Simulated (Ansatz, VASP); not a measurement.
## H9C4 (amorphous polypropylene at 300 K): VASP beside Ansatz

One calculation is typed for both programs; each brings its own data sets. How far apart do they land? The structure shown is the start of the Ansatz relaxation below; VASP solves that cell, so the two are compared at the walk's first step.

Main program and level: Ansatz 0.2.0; plane waves, with VASP 6.6.1 beside it; single point at r2SCAN with D3(BJ).

## 1. Starting point

The cell holds 78 atoms: 24 C and 54 H. Cell: a = 8.864 Å, b = 8.864 Å, c = 8.864 Å, α = 90.0°, β = 90.0°, γ = 90.0°. As first built, before any earlier steps moved the atoms (in the runner's words): 3 polypropylene chains of 2 units placed at random, at 0.817 g/cm^3; overlaps pushed apart, then 20 ps at 800 K with MMFF94 bonds, angles, torsions, charges and radii (Halgren, J. Comput. Chem. 17, 490 (1996)) in harmonic and 12-6 forms; charges of ions scaled by 0.8. Snapshot after 30 ps at 300 K and fixed volume.

## 2. Ansatz: relaxation, r2SCAN with D3(BJ)

Ansatz runs on its default PAW (the set named soft_2) files.

The two programs are compared at the cell with which this relaxation starts, whose forces are those of its first step.

Contents of input.yaml:

```yaml
crystal:
  lattice:
    - [8.86432, 0.0, 0.0]
    - [0.0, 8.86432, 0.0]
    - [0.0, 0.0, 8.86432]
  atoms:
    - { symbol: C, position: [0.34169, 0.33868, 0.30422] }
    - { symbol: C, position: [0.30536, 0.43081, 0.44664] }
    - { symbol: C, position: [0.33992, 0.33599, 0.58783] }
    - { symbol: C, position: [0.30714, 0.43552, 0.72562] }
    - { symbol: C, position: [0.23278, 0.20093, 0.59745] }
    - { symbol: C, position: [0.247, 0.10585, 0.73498] }
    - { symbol: C, position: [0.13837, 0.96943, 0.72814] }
    - { symbol: C, position: [0.41157, 0.05105, 0.74777] }
    - { symbol: H, position: [0.28164, 0.23534, 0.28897] }
    - { symbol: H, position: [0.29576, 0.4101, 0.21016] }
    - { symbol: H, position: [0.46247, 0.30617, 0.30843] }
    - { symbol: H, position: [0.18833, 0.46042, 0.43229] }
    - { symbol: H, position: [0.37225, 0.53304, 0.4436] }
    - { symbol: H, position: [0.45812, 0.31641, 0.58525] }
    - { symbol: H, position: [0.3387, 0.37828, 0.83457] }
    - { symbol: H, position: [0.35288, 0.54095, 0.70679] }
    - { symbol: H, position: [0.1827, 0.44164, 0.72253] }
    - { symbol: H, position: [0.2545, 0.12423, 0.50013] }
    - { symbol: H, position: [0.1192, 0.22677, 0.58448] }
    - { symbol: H, position: [0.22855, 0.17721, 0.83528] }
    - { symbol: H, position: [0.16561, 0.8706, 0.65469] }
    - { symbol: H, position: [0.02873, 0.02531, 0.69669] }
    - { symbol: H, position: [0.10792, 0.91904, 0.83083] }
    - { symbol: H, position: [0.43813, 0.00313, 0.63977] }
    - { symbol: H, position: [0.48574, 0.14243, 0.77624] }
    - { symbol: H, position: [0.42771, 0.96651, 0.83451] }
    - { symbol: C, position: [0.88378, 0.35075, 0.2928] }
    - { symbol: C, position: [0.947, 0.43626, 0.16887] }
    - { symbol: C, position: [0.84082, 0.40614, 0.03282] }
    - { symbol: C, position: [0.88294, 0.25598, 0.95954] }
    - { symbol: C, position: [0.88983, 0.53383, 0.92047] }
    - { symbol: C, position: [0.82248, 0.53243, 0.75583] }
    - { symbol: C, position: [0.66046, 0.57111, 0.75335] }
    - { symbol: C, position: [0.92024, 0.64115, 0.64876] }
    - { symbol: H, position: [0.87331, 0.22746, 0.27204] }
    - { symbol: H, position: [0.76887, 0.38704, 0.32145] }
    - { symbol: H, position: [0.93869, 0.37859, 0.40121] }
    - { symbol: H, position: [0.94043, 0.55574, 0.20026] }
    - { symbol: H, position: [0.06911, 0.40766, 0.15435] }
    - { symbol: H, position: [0.72292, 0.42141, 0.06152] }
    - { symbol: H, position: [0.9897, 0.25889, 0.89086] }
    - { symbol: H, position: [0.79725, 0.22456, 0.87502] }
    - { symbol: H, position: [0.86872, 0.16754, 0.03676] }
    - { symbol: H, position: [0.85987, 0.648, 0.9677] }
    - { symbol: H, position: [0.00776, 0.52535, 0.92661] }
    - { symbol: H, position: [0.84118, 0.41938, 0.7167] }
    - { symbol: H, position: [0.62385, 0.57533, 0.63908] }
    - { symbol: H, position: [0.59301, 0.49542, 0.82218] }
    - { symbol: H, position: [0.64174, 0.68228, 0.80626] }
    - { symbol: H, position: [0.04692, 0.6354, 0.68242] }
    - { symbol: H, position: [0.91795, 0.61029, 0.53711] }
    - { symbol: H, position: [0.87646, 0.75256, 0.65641] }
    - { symbol: C, position: [0.06814, 0.87037, 0.26414] }
    - { symbol: C, position: [0.22296, 0.80361, 0.29121] }
    - { symbol: C, position: [0.32524, 0.79626, 0.1506] }
    - { symbol: C, position: [0.25871, 0.70107, 0.02654] }
    - { symbol: C, position: [0.48482, 0.7481, 0.18913] }
    - { symbol: C, position: [0.57868, 0.86411, 0.27233] }
    - { symbol: C, position: [0.71048, 0.78786, 0.3426] }
    - { symbol: C, position: [0.65309, 0.96669, 0.15644] }
    - { symbol: H, position: [0.01616, 0.89537, 0.36754] }
    - { symbol: H, position: [0.99598, 0.80921, 0.18734] }
    - { symbol: H, position: [0.06941, 0.98148, 0.21493] }
    - { symbol: H, position: [0.2112, 0.69164, 0.33645] }
    - { symbol: H, position: [0.27673, 0.87642, 0.37314] }
    - { symbol: H, position: [0.32978, 0.91572, 0.11036] }
    - { symbol: H, position: [0.33966, 0.68328, 0.93646] }
    - { symbol: H, position: [0.15528, 0.73872, 0.97567] }
    - { symbol: H, position: [0.23711, 0.58581, 0.06873] }
    - { symbol: H, position: [0.5486, 0.70999, 0.0886] }
    - { symbol: H, position: [0.47431, 0.649, 0.26078] }
    - { symbol: H, position: [0.52222, 0.92709, 0.36373] }
    - { symbol: H, position: [0.76556, 0.71272, 0.26255] }
    - { symbol: H, position: [0.79485, 0.86226, 0.38532] }
    - { symbol: H, position: [0.65943, 0.7285, 0.43733] }
    - { symbol: H, position: [0.73051, 0.91142, 0.07625] }
    - { symbol: H, position: [0.5545, 0.01251, 0.08807] }
    - { symbol: H, position: [0.711, 0.05604, 0.2087] }
kpoints:
  mp_grid: { grid: [1, 1, 1] }
hamiltonian:
  xc: r2scan
  dispersion: d3bj
scf:
  occupations: { method: fermi_dirac, width: 0.025 }
output:
  forces: true
relax:
  f_tol: 0.05
  max_steps: 150
  cell: {}
```

Started as:

```console
ansatz run input.yaml --threads 4 --pin off --max-ram 8192MiB --backend cpu --events-out ev --progress --plain --runs-dir out
```

Numbers of over 12 decimals in the logs are rounded to 6 here.

The log of the run:

```text
Warning: the engine holds no damping parameters fitted to this dispersion correction and functional, so the run takes those fitted to r2scan beside the three-body term, which d3bj leaves out (hamiltonian.dispersion, under Limitations)
Engine: ansatz 0.2.0, x86_64-unknown-linux-gnu
Pseudopotentials: kind: paw
Pseudopotential: C, paw, valence charge 4, recommended cutoff 500 eV (meta_gga), C.paw.azcp
Pseudopotential: H, paw, valence charge 1, recommended cutoff 500 eV (meta_gga), H.paw.azcp
Functional definition: r2SCAN
  parameter k0 = 0.174
  parameter k1 = 0.065
  parameter a1 = 4.9479
  exchange = r2scan_x(k0 = k0, k1 = k1, a1 = a1)
  correlation = r2scan_c
Crystal: 78 atoms, lattice volume = 696.524 Å³
Basis set: ecut = 500 eV, 17773 PW (Γ), exchange–correlation on 288×288×288 points (64 copies of the dense FFT grid, shifted against one another)
Bands: 153, of which v1, the nominal top of the filled ones, is band 75 counted from 1 (74 counted from 0)
Symmetry: 1 space group operations
Space group: P1 (ITA 1), of the structure as read, at distance tolerance 8.9e-5 Å
k-points: 1
Non-local potential: C, projectors of the file, l = 0: 2, l = 1: 2, l = 2: 1
Non-local potential: H, projectors of the file, l = 0: 2, l = 1: 1
PAW form: soft (Blöchl's): semilocal exchange-correlation on the pseudo side does not see the compensation charge
PAW frozen core: C, regenerated for the run's functional (the file was generated under x = pbe(κ = 0.804, μ = 0.219515), c = pbe(β = 0.066725))
PAW one-centre angular grid: C, 302 points (default); XC on 239 of its mesh's 2573 points in the sphere
PAW one-centre angular grid: H, 302 points (default); XC on 160 Gauss nodes
Initial density: superposition of atomic densities (neutral atoms: chi_scale 0, normalization atom), corrected by the library's trained network
Initial wavefunctions: pseudopotential atomic-orbital guess
Functional: x = r2scan, c = r2scan; τ floored in thin density (d = 2e-4 eV/Å³)
SCF iter   1: F=—  HF=-6915.359694 eV  |F-HF|=—  |Δ(HF+E_count)|=         —  Δρ=5.93e-3  dr2=1.78e-1  dr2_τ=5.48e0  ethr=1.77e-3  ⟨swp⟩=6.0  Hψ=733  notcnv=0  defer=28
preconditioner: auto → Resta (q_TF=auto, 2.112 Å⁻¹)  ε∞=2.1  [insulator: Δε(μ)=5.991 eV  Ē_g=16.377 eV  σ=0.025 eV  W_gap=1.00  n_scr=92 (ndim 8)  ℏωp=17.2 eV  f_vac=0.196  D(μ)=0.00/eV (n_scr^D=0)  ε∞_Penn≈2.1]
SCF iter   2: F=—  HF=-6914.055935 eV  |F-HF|=—  |Δ(HF+E_count)|=    1.30e0  Δρ=3.17e-3  dr2=4.25e-2  dr2_τ=2.62e-3  ethr=1.18e-4  ⟨swp⟩=3.0  Hψ=265  notcnv=0  defer=71
SCF iter   3: F=—  HF=-6914.056091 eV  |F-HF|=—  |Δ(HF+E_count)|=   1.57e-4  Δρ=5.70e-4  dr2=3.35e-3  dr2_τ=3.29e-4  ethr=2.83e-5  ⟨swp⟩=3.0  Hψ=143  notcnv=0  defer=4
automatic band count: iteration 3 solves 86 bands in place of 153: the levels show a gap, and the empty bands left out lie too high to hold charge; the band table lists the bands solved (type scf.n_extra_bands for more)
SCF iter   4: F=—  HF=-6914.058194 eV  |F-HF|=—  |Δ(HF+E_count)|=   2.10e-3  Δρ=2.44e-4  dr2=5.59e-4  dr2_τ=8.59e-5  ethr=2.24e-6  ⟨swp⟩=2.0  Hψ=159  notcnv=0  defer=4
SCF iter   5: F=—  HF=-6914.058948 eV  |F-HF|=—  |Δ(HF+E_count)|=   7.54e-4  Δρ=8.43e-5  dr2=7.54e-5  dr2_τ=4.30e-6  ethr=3.73e-7  ⟨swp⟩=2.0  Hψ=159  notcnv=0  defer=4
SCF iter   6: F=—  HF=-6914.059728 eV  |F-HF|=—  |Δ(HF+E_count)|=   7.80e-4  Δρ=1.92e-5  dr2=4.22e-6  dr2_τ=3.18e-7  ethr=5.03e-8  ⟨swp⟩=2.0  Hψ=168  notcnv=0  defer=4
SCF iter   7: F=—  HF=-6914.059742 eV  |F-HF|=—  |Δ(HF+E_count)|=   1.38e-5  Δρ=9.50e-6  dr2=7.73e-7  dr2_τ=9.41e-8  ethr=2.81e-9  ⟨swp⟩=2.0  Hψ=155  notcnv=0  defer=4
SCF iter   8: F=-6914.059743 eV  HF=-6914.059743 eV  |F-HF|=1.62e-7  |Δ(HF+E_count)|=   1.02e-6  Δρ=2.30e-6  dr2=4.51e-8  dr2_τ=4.20e-9  ethr=6.67e-11  ⟨swp⟩=3.0  Hψ=395  notcnv=0
SCF 1 converged in 8 iterations: F = -6914.059743 eV  dr2 = 4.51e-8
  greatest PAW one-centre occupation: 0.682 electrons in one spin orbital (limit 2), on the C atom at site 58 (counted from 0), in its partial waves of l = 0
relax step   1: F+E_penalty+E_count = -6914.05974288 eV  Δ(F+E_penalty+E_count) = +0.000e0 eV  max|allowed force component| = 3.540e0 eV/Å  Δτ_max = 0.0000 Å  P = +1.626 GPa  Ω = 696.524 Å³  (8 SCF iters, dr2 threshold 1.00e-7 eV, accepted)
Crystal: 78 atoms, lattice volume = 713.945 Å³
Basis set: ecut = 500 eV, 18143 PW (Γ), exchange–correlation on 288×288×288 points (64 copies of the dense FFT grid, shifted against one another)
Initial density: handed on by an earlier stage of this run
Initial wavefunctions: those handed on with the density
iter 1 solved again at ethr=8.34e-4 eV; its pass at ethr=3.10e-3 eV (dr2=1.25e0 eV) is discarded
SCF iter   1: F=—  HF=-6916.551180 eV  |F-HF|=—  |Δ(HF+E_count)|=         —  Δρ=1.90e-2  dr2=1.27e0  dr2_τ=9.73e-1  ethr=8.34e-4  ⟨swp⟩=2.0  Hψ=438  notcnv=0
[...]
atom  46  H     -0.00134145     0.00040466     0.00218699
  atom  47  H     -0.00091071     0.00041635    -0.00028880
  atom  48  H     -0.00109770     0.00095055     0.00044853
  atom  49  H      0.00121289    -0.00215152     0.00069855
  atom  50  H     -0.00029372     0.00207906    -0.00140261
  atom  51  H      0.00024136    -0.00067829    -0.00031284
  atom  52  H      0.00021225    -0.00190065    -0.00056003
  atom  53  C     -0.00258165    -0.00250759    -0.00181423
  atom  54  C     -0.00108390    -0.00136542    -0.00100072
  atom  55  C     -0.00304966    -0.00332269    -0.00819644
  atom  56  C      0.00179137     0.00746726     0.00692196
  atom  57  C      0.00167768     0.00212784     0.00113224
  atom  58  C     -0.00663318    -0.00176591    -0.00114284
  atom  59  C      0.00733695    -0.00117162    -0.00031639
  atom  60  C      0.00100961    -0.00233835     0.00209637
  atom  61  H      0.00515246    -0.00259501    -0.00732731
  atom  62  H      0.00397927     0.00613377     0.00369813
  atom  63  H     -0.00321786    -0.00909247     0.00484999
  atom  64  H      0.00394860     0.00742187    -0.00536139
  atom  65  H     -0.00192296    -0.00637185    -0.00524975
  atom  66  H     -0.00118936    -0.00626936     0.00800457
  atom  67  H     -0.00288397     0.00007270     0.00477412
  atom  68  H      0.00292271    -0.00006390    -0.00076929
  atom  69  H      0.00030099     0.00447388    -0.00448740
  atom  70  H      0.00180866     0.00064405     0.00115303
  atom  71  H     -0.00061538     0.00043251    -0.00163080
  atom  72  H      0.00236312    -0.00024852     0.00017560
  atom  73  H     -0.00124218     0.00253797     0.00155111
  atom  74  H     -0.00102405    -0.00055093     0.00077923
  atom  75  H     -0.00113262     0.00032740     0.00090927
  atom  76  H     -0.00114665     0.00239938     0.00100589
  atom  77  H      0.00014913     0.00105070    -0.00019828
  atom  78  H     -0.00279411    -0.00232002    -0.00048140
  max |Σ_I F_I| component: 8.11e-5 eV/Å
--- Stress (GPa, compression-positive) ---
       -0.007928       0.000354      -0.011661
        0.000354      -0.035270      -0.009634
       -0.011661      -0.009634      -0.010539
  P = ⅓ Tr σ = -0.0179 GPa (-0.179 kbar)
--- Relaxed structure (36 steps of the walk, 32 accepted, 2 SCFs on fresh bases) ---
  F+E_penalty+E_count = -6917.67367945 eV   max|allowed force component| = 9.092e-3 eV/Å   (the final SCF, on the basis selected at the relaxed cell)
  cell:  # Å, volume = 637.8509 Å³
    - [8.543127, 0.978330, 0.067274]
    - [0.978330, 9.780671, -0.011574]
    - [0.067274, -0.011574, 7.722698]
  atoms:
    - { symbol: C, position: [0.337835, 0.299798, 0.254658] }
    - { symbol: C, position: [0.304983, 0.370693, 0.431850] }
    - { symbol: C, position: [0.340673, 0.269765, 0.584830] }
    - { symbol: C, position: [0.343402, 0.350234, 0.753847] }
    - { symbol: C, position: [0.219221, 0.176409, 0.596867] }
    - { symbol: C, position: [0.253147, 0.056402, 0.726763] }
    - { symbol: C, position: [0.117743, 0.978091, 0.726881] }
    - { symbol: C, position: [0.411096, -0.044714, 0.689235] }
    - { symbol: H, position: [0.268907, 0.219752, 0.235913] }
    - { symbol: H, position: [0.308493, 0.374186, 0.148882] }
    - { symbol: H, position: [0.463559, 0.250052, 0.239897] }
    - { symbol: H, position: [0.180781, 0.427432, 0.442095] }
    - { symbol: H, position: [0.377472, 0.449303, 0.443416] }
    - { symbol: H, position: [0.459534, 0.204654, 0.560933] }
    - { symbol: H, position: [0.377163, 0.281238, 0.864412] }
    - { symbol: H, position: [0.427140, 0.419332, 0.745076] }
    - { symbol: H, position: [0.225583, 0.414146, 0.782995] }
    - { symbol: H, position: [0.205684, 0.132079, 0.469430] }
    - { symbol: H, position: [0.102866, 0.242749, 0.629710] }
    - { symbol: H, position: [0.258329, 0.100545, 0.856637] }
    - { symbol: H, position: [0.105534, 0.935419, 0.598492] }
    - { symbol: H, position: [0.00420868, 0.045785, 0.763672] }
    - { symbol: H, position: [0.140507, 0.891224, 0.816813] }
    - { symbol: H, position: [0.409102, -0.094283, 0.563206] }
    - { symbol: H, position: [0.512490, 0.00557244, 0.690002] }
    - { symbol: H, position: [0.432597, 0.872319, 0.784937] }
    - { symbol: C, position: [0.769277, 0.339305, 0.358474] }
    - { symbol: C, position: [0.869245, 0.416704, 0.247323] }
    - { symbol: C, position: [0.824322, 0.428418, 0.055299] }
    - { symbol: C, position: [0.872101, 0.288483, 0.962749] }
    - { symbol: C, position: [0.902426, 0.537400, 0.967263] }
    - { symbol: C, position: [0.881522, 0.553116, 0.771424] }
    - { symbol: C, position: [0.706511, 0.586607, 0.722706] }
    - { symbol: C, position: [0.965666, 0.664339, 0.702512] }
    - { symbol: H, position: [0.779618, 0.232025, 0.314827] }
    - { symbol: H, position: [0.643465, 0.390642, 0.355164] }
    - { symbol: H, position: [0.805651, 0.335594, 0.493538] }
    - { symbol: H, position: [0.858501, 0.522032, 0.299902] }
    - { symbol: H, position: [-0.00466306, 0.365804, 0.255914] }
    - { symbol: H, position: [0.694475, 0.463527, 0.050113] }
[...]
- { symbol: C, position: [0.066049, 0.965456, 0.181945] }
    - { symbol: C, position: [0.211721, 0.876293, 0.264926] }
    - { symbol: C, position: [0.341831, 0.810097, 0.134374] }
    - { symbol: C, position: [0.305731, 0.677874, 0.056229] }
    - { symbol: C, position: [0.506457, 0.779798, 0.216384] }
    - { symbol: C, position: [0.576623, 0.907558, 0.253220] }
    - { symbol: C, position: [0.721353, 0.867819, 0.368141] }
    - { symbol: C, position: [0.618740, 0.976173, 0.086908] }
[...]
- { symbol: H, position: [0.498941, 0.722860, 0.337385] }
    - { symbol: H, position: [0.487445, 0.984675, 0.324011] }
    - { symbol: H, position: [0.817172, 0.794163, 0.301724] }
    - { symbol: H, position: [0.768371, 0.958781, 0.403200] }
    - { symbol: H, position: [0.691897, 0.819398, 0.487521] }
    - { symbol: H, position: [0.699316, 0.901138, 0.00438188] }
    - { symbol: H, position: [0.513778, 0.019657, 0.012019] }
    - { symbol: H, position: [0.678321, 0.060900, 0.115931] }
```

Reading the cycles: dr2 is the Hartree energy of the density residual (eV), the measure of convergence; HF is the Harris–Foulkes estimate of the energy, which meets the free energy F at convergence.

(Part 1 of 2 ends here.)

[Lines on the potential files, build, host, timing and source positions are cut from VASP's logs without a mark.]

[Logs are printed without paths, hosts, clocks, repeated set-up lines and the standing remarks that a program may print on its own settings, such as how far it seeks lower states.]

[Hosts, paths, dates, database ids (printed as entryN), source tags and the programs' standing remarks are cut or masked in the printed files.]

[The MMFF94 radii named for the starting cell were scaled by 0.96; in molecules described by MMFF94, hydrogen bound to N, O or S took a small fixed 12-6 site in their place.]
